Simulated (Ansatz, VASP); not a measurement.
# Cross-check of LiCl between VASP and Ansatz

Wanted: the spread between two codes on one cell, functional and k mesh. The cell is taken from a series of runs on this material, whose earlier steps may have relaxed, scaled, displaced or heated it; both programs get it as it stands.

Main program and level: Ansatz 0.2.0; plane waves, with VASP 6.6.1 beside it; zone-centre phonons at LDA.

**1. The starting structure**

It takes space group Fm-3m (No. 225, cubic). The conventional cell has a = 4.965 Å, b = 4.965 Å, c = 4.965 Å, α = 90.00°, β = 90.00°, γ = 90.00°. Li has 6 Cl at 2.48 Å nearest. Nearest to Cl lie 6 Li at 2.48 Å. Farther neighbours and most contacts between anions are not listed.

Coordinates:

```xyz
2
Lattice="-2.4823 0.0000 2.4823 0.0000 2.4823 2.4823 -2.4823 2.4823 0.0000" Properties=species:S:1:pos:R:3 pbc="T T T"
Li    0.0000    0.0000    0.0000
Cl   -2.4823    2.4823    2.4823
```

**2. VASP: zone-centre phonons, LDA**

Second derivatives magnify differences that forces hide, and they need a tight electronic threshold.

Lines of VASP's logs that name or quote its potential files are left out, and so is its time.

Input file INCAR:

```
SYSTEM = LiCl
PREC = Accurate
ENCUT = 750
EDIFF = 1E-08
NELM = 120
ISMEAR = 0
SIGMA = 0.01
LREAL = .FALSE.
ALGO = Normal
GGA = CA
NBANDS = 11
LORBIT = 11
LWAVE = .FALSE.
LCHARG = .FALSE.
ISIF = 2
IBRION = 8
LEPSILON = .TRUE.
LASPH = .TRUE.
GGA_COMPAT = .FALSE.
EFERMI = MIDGAP
```

Input file POSCAR:

```
LiCl
1.0
   -2.4822507732      0.0000000000      2.4822507732
    0.0000000000      2.4822507732      2.4822507732
   -2.4822507732      2.4822507732      0.0000000000
Li Cl
1 1
Direct
    0.0000000000      0.0000000000      0.0000000000
    0.5000000000      0.5000000000      0.5000000000
```

Input file KPOINTS:

```
Automatic mesh
0
Gamma
8 8 8
0 0 0
```

PAW data sets: Li_sv and Cl (LDA family, release 64).

Started as:

```bash
$ mpirun -np 1 vasp_std
```

What it wrote:

```text
[banner, memory and clock lines left out]
running    1 mpi-ranks, on    1 nodes
 distrk:  each k-point on    1 cores,    1 groups
 distr:  one band on    1 cores,    1 groups

 POSCAR found type information on POSCAR LiCl
 POSCAR found :  2 types and       2 ions
 LDA part: xc-table for (Slater(with rela. corr.)+CA(PZ))
 , standard interpolation
 POSCAR, INCAR and KPOINTS ok, starting setup
 FFT: planning ... GRIDC
 FFT: planning ... GRID_SOFT
 FFT: planning ... GRID
 WAVECAR not read
 entering main loop
       N       E                     dE             d eps       ncg     rms          rms(c)
DAV:   1     0.487815364790E+02    0.48782E+02   -0.51651E+03   638   0.108E+03
DAV:   2    -0.540896122967E+01   -0.54190E+02   -0.51440E+02   844   0.167E+02
DAV:   3    -0.809115615712E+01   -0.26822E+01   -0.26746E+01   784   0.399E+01
DAV:   4    -0.816303218349E+01   -0.71876E-01   -0.71832E-01   924   0.676E+00
DAV:   5    -0.816438497250E+01   -0.13528E-02   -0.13527E-02   793   0.800E-01    0.253E+00
DAV:   6    -0.810216714128E+01    0.62218E-01   -0.11146E-01   846   0.163E+00    0.175E+00
DAV:   7    -0.809466847764E+01    0.74987E-02   -0.30508E-02   959   0.947E-01    0.835E-01
DAV:   8    -0.809450232059E+01    0.16616E-03   -0.25195E-03   901   0.359E-01    0.121E-01
DAV:   9    -0.809448022489E+01    0.22096E-04   -0.10813E-04   797   0.748E-02    0.251E-02
DAV:  10    -0.809448736762E+01   -0.71427E-05   -0.70446E-06   780   0.210E-02    0.727E-03
DAV:  11    -0.809448725166E+01    0.11596E-06   -0.10163E-06   764   0.740E-03    0.183E-03
DAV:  12    -0.809448724331E+01    0.83435E-08   -0.52535E-08   990   0.172E-03
   1 F= -.80944872E+01 E0= -.80944872E+01  d E =0.000000E+00
 Linear response reoptimize wavefunctions to high precision
DAV:   1    -0.809448724230E+01    0.10110E-08   -0.14395E-09   755   0.317E-04
DAV:   2    -0.809448724234E+01   -0.40586E-10   -0.13595E-10   466   0.959E-05
 Linear response G [H, r] |phi>, progress :
  Direction:   1
       N       E                     dE             d eps       ncg     rms
RMM:   1    -0.298779799591E+02   -0.29878E+02    0.14920E+02   992   0.159E+02
RMM:   2    -0.375226345984E+02   -0.76447E+01   -0.10532E+01  1312   0.233E+01
RMM:   3    -0.377836607562E+02   -0.26103E+00   -0.74894E-01  1437   0.593E+00
RMM:   4    -0.378154177665E+02   -0.31757E-01   -0.11869E-01  1519   0.213E+00
RMM:   5    -0.378199047060E+02   -0.44869E-02   -0.83157E-03  1539   0.529E-01
RMM:   6    -0.378202753039E+02   -0.37060E-03   -0.11894E-03  1568   0.176E-01
RMM:   7    -0.378203187326E+02   -0.43429E-04    0.54606E-04  1597   0.611E-02
RMM:   8    -0.378203441526E+02   -0.25420E-04   -0.36540E-03  1555   0.188E-02
RMM:   9    -0.378203444836E+02   -0.33104E-06   -0.13698E-04  1557   0.806E-03
RMM:  10    -0.378203420928E+02    0.23908E-05    0.19193E-04  1514   0.321E-03
RMM:  11    -0.378203418638E+02    0.22895E-06    0.25353E-05  1506   0.164E-03
RMM:  12    -0.378203418740E+02   -0.10166E-07    0.32606E-06  1418   0.950E-04
RMM:  13    -0.378203417859E+02    0.88093E-07    0.48517E-06  1335   0.702E-04
RMM:  14    -0.378203417673E+02    0.18596E-07    0.23743E-06  1235   0.595E-04
RMM:  15    -0.378203418923E+02   -0.12496E-06    0.11521E-05  1200   0.554E-04
RMM:  16    -0.378203419077E+02   -0.15426E-07    0.30847E-06  1159   0.539E-04
RMM:  17    -0.378203418946E+02    0.13031E-07    0.26289E-06  1121   0.534E-04
RMM:  18    -0.378203418988E+02   -0.41110E-08    0.10459E-06  1093   0.533E-04
 Linear response G [H, r] |phi>, progress :
  Direction:   2
       N       E                     dE             d eps       ncg     rms
RMM:   1    -0.264895917152E+02   -0.26490E+02    0.36420E+02   965   0.198E+02
RMM:   2    -0.350240294797E+02   -0.85344E+01   -0.13366E+01  1323   0.251E+01
RMM:   3    -0.353335505217E+02   -0.30952E+00   -0.97750E-01  1440   0.654E+00
RMM:   4    -0.353695430102E+02   -0.35992E-01   -0.15366E-01  1530   0.241E+00
RMM:   5    -0.353738914732E+02   -0.43485E-02   -0.13483E-02  1535   0.603E-01
RMM:   6    -0.353742797114E+02   -0.38824E-03   -0.16562E-03  1560   0.193E-01
RMM:   7    -0.353743680845E+02   -0.88373E-04   -0.62033E-04  1590   0.655E-02
RMM:   8    -0.353743408549E+02    0.27230E-04    0.10530E-03  1564   0.219E-02
RMM:   9    -0.353743412865E+02   -0.43162E-06   -0.32195E-04  1581   0.938E-03
RMM:  10    -0.353743413508E+02   -0.64313E-07    0.15795E-04  1530   0.365E-03
RMM:  11    -0.353743407868E+02    0.56405E-06   -0.28427E-04  1533   0.177E-03
RMM:  12    -0.353743409395E+02   -0.15277E-06   -0.16691E-04  1464   0.941E-04
RMM:  13    -0.353743408227E+02    0.11685E-06   -0.36135E-05  1359   0.647E-04
RMM:  14    -0.353743408615E+02   -0.38777E-07   -0.55630E-06  1276   0.545E-04
RMM:  15    -0.353743408481E+02    0.13347E-07   -0.22299E-05  1222   0.500E-04
RMM:  16    -0.353743408997E+02   -0.51561E-07    0.90161E-06  1176   0.483E-04
RMM:  17    -0.353743408741E+02    0.25604E-07   -0.18776E-05  1140   0.478E-04
[...]
RMM:  16    -0.231893187770E+00    0.20901E-10    0.20339E-08   862   0.537E-05
 change of polarisation eV/A/(eV/A) component  2 :    -0.162     0.464     0.048
 dielectric tensor                  component  2 :    -0.959     3.744     0.282
 Linear response to external field (no local field effect), progress :
  Direction:   3
[...]
RMM:  16    -0.200751964433E+00   -0.45476E-08   -0.55433E-07  1700   0.565E-05    0.287E-05
RMM:  17    -0.200752030139E+00   -0.65706E-07   -0.32366E-07  1491   0.501E-05    0.173E-05
RMM:  18    -0.200752084930E+00   -0.54791E-07   -0.20950E-07  1413   0.484E-05    0.885E-06
 change of polarisation eV/A/(eV/A) component  1 :     0.370    -0.082     0.018
 dielectric tensor                  component  1 :     3.187    -0.483     0.109
 Linear response to external field, progress :
  Direction:   2
       N       E                     dE             d eps       ncg     rms          rms(c)
RMM:   1    -0.204391334263E+00   -0.20439E+00   -0.63358E-01  2944   0.288E+00
RMM:   2    -0.213679204654E+00   -0.92879E-02   -0.22143E-02  2711   0.741E-01    0.106E+00
RMM:   3    -0.191772045918E+00    0.21907E-01   -0.27977E-02  2563   0.809E-01    0.524E-01
RMM:   4    -0.195403136531E+00   -0.36311E-02   -0.13550E-02  2707   0.547E-01    0.165E-01
RMM:   5    -0.200366731391E+00   -0.49636E-02   -0.20929E-03  2767   0.227E-01    0.288E-02
RMM:   6    -0.200516387961E+00   -0.14966E-03   -0.10571E-03  2957   0.954E-02    0.109E-02
RMM:   7    -0.200749872837E+00   -0.23348E-03   -0.63110E-04  2879   0.496E-02    0.221E-03
RMM:   8    -0.200747296944E+00    0.25759E-05   -0.80603E-05  3089   0.261E-02    0.261E-03
RMM:   9    -0.200743029578E+00    0.42674E-05    0.54254E-04  2976   0.138E-02    0.329E-03
RMM:  10    -0.200742934148E+00    0.95430E-07    0.32545E-04  3188   0.642E-03    0.287E-03
RMM:  11    -0.200743221036E+00   -0.28689E-06    0.26483E-04  3058   0.265E-03    0.310E-03
 change of polarisation eV/A/(eV/A) component  2 :    -0.101     0.370     0.029
 dielectric tensor                  component  2 :    -0.598     3.187     0.172
 Linear response to external field, progress :
  Direction:   3
       N       E                     dE             d eps       ncg     rms          rms(c)
RMM:   1    -0.204235134267E+00   -0.20424E+00   -0.63202E-01  2952   0.288E+00
RMM:   2    -0.213689574135E+00   -0.94544E-02   -0.22264E-02  2728   0.748E-01    0.106E+00
RMM:   3    -0.191769088618E+00    0.21920E-01   -0.27924E-02  2583   0.809E-01    0.524E-01
RMM:   4    -0.195401350629E+00   -0.36323E-02   -0.13535E-02  2726   0.548E-01    0.165E-01
RMM:   5    -0.200367665122E+00   -0.49663E-02   -0.20866E-03  2787   0.228E-01    0.287E-02
RMM:   6    -0.200515366527E+00   -0.14770E-03   -0.10433E-03  2978   0.959E-02    0.109E-02
RMM:   7    -0.200750375332E+00   -0.23501E-03   -0.69686E-04  2905   0.500E-02    0.223E-03
RMM:   8    -0.200747310431E+00    0.30649E-05   -0.71293E-05  3093   0.266E-02    0.274E-03
RMM:   9    -0.200744607763E+00    0.27027E-05    0.57776E-04  2981   0.141E-02    0.306E-03
RMM:  10    -0.200743745782E+00    0.86198E-06    0.29735E-04  3186   0.665E-03    0.275E-03
RMM:  11    -0.200745757780E+00   -0.20120E-05    0.14356E-04  3097   0.279E-03    0.279E-03
 change of polarisation eV/A/(eV/A) component  3 :    -0.050     0.005     0.370
 dielectric tensor                  component  3 :    -0.293     0.027     3.187
 Linear response DOF=           2
 Linear response progress:
  Degree of freedom:   1/  2
       N       E                     dE             d eps       ncg     rms          rms(c)
RMM:   1    -0.162483498713E+00   -0.16248E+00    0.18075E+00  1743   0.171E+01
RMM:   2    -0.166999166509E+00   -0.45157E-02   -0.16430E-02  2376   0.100E+00    0.101E-01
RMM:   3    -0.167107997953E+00   -0.10883E-03   -0.29670E-03  2796   0.373E-01    0.525E-02
RMM:   4    -0.167031628922E+00    0.76369E-04   -0.59278E-04  2910   0.178E-01    0.857E-03
RMM:   5    -0.167053808453E+00   -0.22180E-04   -0.86023E-05  2921   0.426E-02    0.166E-03
RMM:   6    -0.167083503806E+00   -0.29695E-04   -0.41452E-05  2978   0.205E-02    0.705E-04
RMM:   7    -0.167104529670E+00   -0.21026E-04   -0.21245E-05  2930   0.126E-02    0.238E-04
RMM:   8    -0.167107307717E+00   -0.27780E-05   -0.12083E-05  3069   0.865E-03    0.117E-04
RMM:   9    -0.167109284572E+00   -0.19769E-05   -0.66843E-06  3041   0.623E-03    0.665E-05
RMM:  10    -0.167109336184E+00   -0.51611E-07   -0.44751E-06  3112   0.478E-03    0.806E-05
RMM:  11    -0.167101544785E+00    0.77914E-05   -0.31843E-06  2613   0.409E-03    0.480E-04
RMM:  12    -0.167110972989E+00   -0.94282E-05   -0.22434E-06  2517   0.350E-03    0.869E-05
RMM:  13    -0.167111292859E+00   -0.31987E-06   -0.13762E-06  2977   0.278E-03    0.775E-05
RMM:  14    -0.167111416354E+00   -0.12350E-06   -0.72600E-07  3124   0.233E-03    0.844E-05
RMM:  15    -0.167111525072E+00   -0.10872E-06   -0.18837E-07  3136   0.203E-03    0.854E-05
 first order change of Fermi-energy   0.17066E-04
 force on displaced ion       1 direction 1 :  -1.101   0.000   0.000
 Born effective charge ion    1 direction 1 :   1.165   0.000   0.000
 Linear response progress:
  Degree of freedom:   2/  2
       N       E                     dE             d eps       ncg     rms          rms(c)
RMM:   1    -0.181461921507E+00   -0.18146E+00    0.32428E-03  2939   0.261E+00
RMM:   2    -0.182277575080E+00   -0.81565E-03   -0.26870E-03  2533   0.367E-01    0.655E-02
RMM:   3    -0.183022561041E+00   -0.74499E-03   -0.45396E-04  2660   0.113E-01    0.346E-02
RMM:   4    -0.183645727437E+00   -0.62317E-03   -0.10474E-04  2674   0.563E-02    0.112E-02
RMM:   5    -0.183698017168E+00   -0.52290E-04   -0.14620E-05  2886   0.215E-02    0.659E-03
RMM:   6    -0.183691319269E+00    0.66979E-05   -0.20733E-06  2944   0.714E-03    0.192E-03
RMM:   7    -0.183694636120E+00   -0.33169E-05   -0.42599E-07  2925   0.300E-03    0.284E-04
RMM:   8    -0.183695397254E+00   -0.76113E-06   -0.11684E-05  3031   0.120E-03    0.149E-04
RMM:   9    -0.183694882460E+00    0.51479E-06    0.10895E-05  3071   0.508E-04    0.426E-05
RMM:  10    -0.183694627607E+00    0.25485E-06    0.23020E-08  3165   0.210E-04    0.128E-05
RMM:  11    -0.183694476729E+00    0.15088E-06    0.19227E-06  3100   0.107E-04    0.292E-06
RMM:  12    -0.183694471627E+00    0.51019E-08    0.15418E-07  3174   0.616E-05    0.138E-06
RMM:  13    -0.183694469104E+00    0.25233E-08    0.27489E-07  2995   0.445E-05    0.103E-06
RMM:  14    -0.183694463761E+00    0.53433E-08    0.92252E-08  2799   0.376E-05    0.231E-07
 first order change of Fermi-energy  -0.58884E-03
 force on displaced ion       2 direction 1 :  -1.126   0.000   0.000
 Born effective charge ion    2 direction 1 :  -1.166   0.000   0.000
 Born effective charges drift removed
 Linear response finished
```

OUTCAR, selected parts (step 2):

```text
ion  position               nearest neighbor table
   1  0.000  0.000  0.000-   2 2.48   2 2.48   2 2.48   2 2.48   2 2.48   2 2.48
   2  0.500  0.500  0.500-   1 2.48   1 2.48   1 2.48   1 2.48   1 2.48   1 2.48

  LATTYP: Found a face centered cubic cell.
 ALAT       =     4.9645015464

 Subroutine GETGRP returns: Found 48 space group operations
 (whereof 48 operations were pure point group operations)

The static configuration has the point symmetry O_h .

 Found     29 irreducible k-points:

   k-points           NKPTS =     29   k-points in BZ     NKDIM =     29   number of bands    NBANDS=     11

   dimension x,y,z NGX =    32 NGY =   32 NGZ =   32
   dimension x,y,z NGXF=    64 NGYF=   64 NGZF=   64

   ENCUT  =  750.0 eV  55.12 Ry    7.42 a.u.   7.84  7.84  7.84*2*pi/ulx,y,z

   NELECT =      10.0000    total number of electrons

 k-points in reciprocal lattice and weights: Automatic mesh
   0.00000000  0.00000000  0.00000000       0.002
   0.12500000  0.00000000  0.00000000       0.016
   0.25000000  0.00000000  0.00000000       0.016
   0.37500000  0.00000000  0.00000000       0.016
   0.50000000  0.00000000  0.00000000       0.008
   0.12500000  0.12500000  0.00000000       0.012
   0.25000000  0.12500000  0.00000000       0.047
   0.37500000  0.12500000  0.00000000       0.047
   0.50000000  0.12500000  0.00000000       0.047
[...]
-0.37500000  0.50000000  0.12500000       0.023
  -0.25000000  0.50000000  0.25000000       0.012

 average (electrostatic) potential at core
       1 -63.9203       2 -95.9569

  Total       -0.0146731     -0.0146731     -0.0146731     -0.0000000     -0.0000000     -0.0000000
  in kB       -0.7685374     -0.7685374     -0.7685374     -0.0000000     -0.0000000     -0.0000000
  external PRESSURE =      -0.7685374 kB  Pullay stress =       0.0000000 kB

  energy-cutoff  :      750.00
  volume of cell :       30.59
      direct lattice vectors                 reciprocal lattice vectors
    -2.482250773  0.000000000  2.482250773    -0.201430091 -0.201430091  0.201430091
     0.000000000  2.482250773  2.482250773     0.201430091  0.201430091  0.201430091
    -2.482250773  2.482250773  0.000000000    -0.201430091  0.201430091 -0.201430091

 POSITION                                       TOTAL-FORCE (eV/Angst)
 -----------------------------------------------------------------------------------
      0.00000      0.00000      0.00000         0.000000      0.000000     -0.000000
     -2.48225      2.48225      2.48225        -0.000000     -0.000000      0.000000
 -----------------------------------------------------------------------------------
    total drift:                                0.000000     -0.000000      0.000000

 MACROSCOPIC STATIC DIELECTRIC TENSOR (including local field effects in DFT)
 ------------------------------------------------------
           3.186568    -0.000000     0.000000
          -0.000000     3.186568    -0.000000
           0.000000     0.000000     3.186568
 ------------------------------------------------------

 PIEZOELECTRIC TENSOR (including local field effects)  for field in x, y, z        (C/m^2)
          XX          YY          ZZ          XY          YZ          ZX
  --------------------------------------------------------------------------------
  x     0.00000     0.00000     0.00000     0.00000     0.00000     0.00000
  y     0.00000     0.00000     0.00000     0.00000     0.00000     0.00000
  z     0.00000     0.00000     0.00000     0.00000     0.00000     0.00000

 BORN EFFECTIVE CHARGES (including local field effects) (in |e|, cummulative output)
 ---------------------------------------------------------------------------------
 ion    1
    1     1.16561    -0.00000     0.00000
    2     0.00000     1.16561     0.00000
    3     0.00000     0.00000     1.16561
 ion    2
    1    -1.16561     0.00000     0.00000
    2    -0.00000    -1.16561     0.00000
    3     0.00000     0.00000    -1.16561

 Eigenvectors and eigenvalues of the dynamical matrix
 ----------------------------------------------------

   1 f  =    6.794372 THz    42.690300 2PiTHz  226.635864 cm-1    28.099253 meV
             X         Y         Z           dx          dy          dz
      0.000000  0.000000  0.000000     0.000000    0.912021    0.000000
     -2.482251  2.482251  2.482251     0.000000   -0.410144    0.000000

   2 f  =    6.794372 THz    42.690300 2PiTHz  226.635864 cm-1    28.099253 meV
             X         Y         Z           dx          dy          dz
      0.000000  0.000000  0.000000     0.912021    0.000000    0.000000
     -2.482251  2.482251  2.482251    -0.410144    0.000000    0.000000

   3 f  =    6.794372 THz    42.690300 2PiTHz  226.635864 cm-1    28.099253 meV
             X         Y         Z           dx          dy          dz
      0.000000  0.000000  0.000000     0.000000    0.000000    0.912021
     -2.482251  2.482251  2.482251     0.000000    0.000000   -0.410144

   4 f/i=    0.028559 THz     0.179442 2PiTHz    0.952628 cm-1     0.118111 meV
             X         Y         Z           dx          dy          dz
      0.000000  0.000000  0.000000     0.000000   -0.410144    0.000000
     -2.482251  2.482251  2.482251     0.000000   -0.912021    0.000000

   5 f/i=    0.028559 THz     0.179442 2PiTHz    0.952628 cm-1     0.118111 meV
             X         Y         Z           dx          dy          dz
      0.000000  0.000000  0.000000    -0.410144    0.000000    0.000000
     -2.482251  2.482251  2.482251    -0.912021    0.000000    0.000000

   6 f/i=    0.028559 THz     0.179442 2PiTHz    0.952628 cm-1     0.118111 meV
             X         Y         Z           dx          dy          dz
      0.000000  0.000000  0.000000     0.000000    0.000000   -0.410144
     -2.482251  2.482251  2.482251     0.000000    0.000000   -0.912021

 MACROSCOPIC STATIC DIELECTRIC TENSOR IONIC CONTRIBUTION
 ------------------------------------------------------
           7.215196     0.000000     0.000000
           0.000000     7.215196    -0.000000
           0.000000    -0.000000     7.215196
 ------------------------------------------------------

 ELASTIC MODULI CONTR FROM IONIC RELAXATION (kBar)
 Direction    XX          YY          ZZ          XY          YZ          ZX
 --------------------------------------------------------------------------------
 XX           0.0000      0.0000      0.0000      0.0000      0.0000      0.0000
 YY           0.0000      0.0000      0.0000      0.0000      0.0000      0.0000
 ZZ           0.0000      0.0000      0.0000      0.0000      0.0000      0.0000
 XY           0.0000      0.0000      0.0000      0.0000      0.0000      0.0000
 YZ           0.0000      0.0000      0.0000      0.0000      0.0000      0.0000
 ZX           0.0000      0.0000      0.0000      0.0000      0.0000      0.0000
 --------------------------------------------------------------------------------

 PIEZOELECTRIC TENSOR IONIC CONTR  for field in x, y, z        (C/m^2)
          XX          YY          ZZ          XY          YZ          ZX
  --------------------------------------------------------------------------------
  x     0.00000     0.00000     0.00000     0.00000     0.00000     0.00000
  y     0.00000     0.00000     0.00000     0.00000     0.00000     0.00000
  z     0.00000     0.00000     0.00000     0.00000     0.00000     0.00000
```

[end of part 1 of 2]

[Lines on the potential files, build, host, timing and source positions are cut from VASP's logs without a mark.]

[Logs are printed without paths, hosts, clocks, repeated set-up lines and the standing remarks that a program may print on its own settings, such as how far it seeks lower states.]

[Hosts, paths, dates, database ids (printed as entryN), source tags and the programs' standing remarks are cut or masked in the printed files.]
